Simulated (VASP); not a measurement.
Here is the system:

```yaml
crystal:
  lattice:
    - [2.27701, -3.92466, 0.00000]
    - [2.27701, 3.92466, 0.00000]
    - [0.00000, 0.00000, 4.55368]
  atoms:
    - { symbol: Ga, position: [0.15490, 0.84510, 0.91900] }
    - { symbol: Ga, position: [0.34510, 0.65490, 0.41900] }
    - { symbol: Ga, position: [0.65490, 0.34510, 0.58100] }
    - { symbol: Ga, position: [0.86216, 0.17196, 0.08100] }
```

The numbers are results of PBE GGA, VASP's PBE PAW potentials (set 64) (plane waves; VASP), not measurements. Run with 400 eV cut-off, 8×8×7 Monkhorst-Pack mesh, first-order Methfessel-Paxton smearing of 0.10 eV, potentials Ga_d.

Task: Which forces act on the atoms, in eV/Å?

Result: 
```json
[
 {"atom": "Ga1", "Fx": "0.111", "Fy": "0.011", "Fz": "-0.002"},
 {"atom": "Ga2", "Fx": "0.190", "Fy": "0.006", "Fz": "0.027"},
 {"atom": "Ga3", "Fx": "-0.095", "Fy": "-0.011", "Fz": "-0.007"},
 {"atom": "Ga4", "Fx": "-0.206", "Fy": "-0.006", "Fz": "-0.018"}
]
```

Task: Give the stress tensor in GPa (positive for a compressed cell).

Result: 
```
 0.44  -0.06   0.21
-0.06  -1.35  -0.04
 0.21  -0.04  -0.10
```
The pressure is its mean diagonal, -0.33 GPa.

The compound is Ga in the alpha structure. The cell was not relaxed at this level, atoms are displaced from their ideal sites. The run is one of a series of settings (KPOINTS 8×8×7 Monkhorst-Pack mesh against the base run), some of them coarse on purpose.
